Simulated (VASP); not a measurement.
A run of VASP 6.6.1 is set up as follows.

File INCAR:

```
SYSTEM = C
  AGGAC = 0.0
  ALGO = Normal
  EDIFF = 1E-6
  ENCUT = 520
  GGA = ML
  ISIF = 2
  ISMEAR = -1
  LASPH = .True.
  LCHARG = .False.
  LREAL = .False.
  LUSE_VDW = .True.
  LWAVE = .False.
  NBANDS = 16
  NELM = 100
  PREC = Accurate
  SIGMA = 0.05
  ZAB_VDW = -1.8867
```

KPOINTS

```
k-points
0
Gamma
  16 16 4
  0 0 0
```

Contents of POSCAR:

```
C
1.0
    2.4610000000      0.0000000000      0.0000000000
   -1.2305000000      2.1312885187      0.0000000000
    0.0000000000      0.0000000000      6.7080000000
C
4
Direct
    0.0000000000      0.0000000000      0.2500000000
    0.3333333333      0.6666666667      0.2500000000
    0.0000000000      0.0000000000      0.7500000000
    0.6666666667      0.3333333333      0.7500000000
```

Potentials or basis: VASP PAW PBE potentials, release 64 (C).

The run is started by

```sh
$ cat potpaw_PBE.64/C/POTCAR > POTCAR
$ mpirun -np 1 vasp_std > vasp.out
```

Q: Predict the band gap on the k mesh.

A: 0.54 eV, direct.

Q: What does it give for the pressure?

A: 5.7 GPa.

Stress tensor (GPa, compression positive):
```
7.53 0.00 0.00
0.00 7.53 0.00
0.00 0.00 2.13
```

Caveat: the PAW data sets were made with another functional, which shifts forces and pressure a little. A k mesh can miss the band edges.
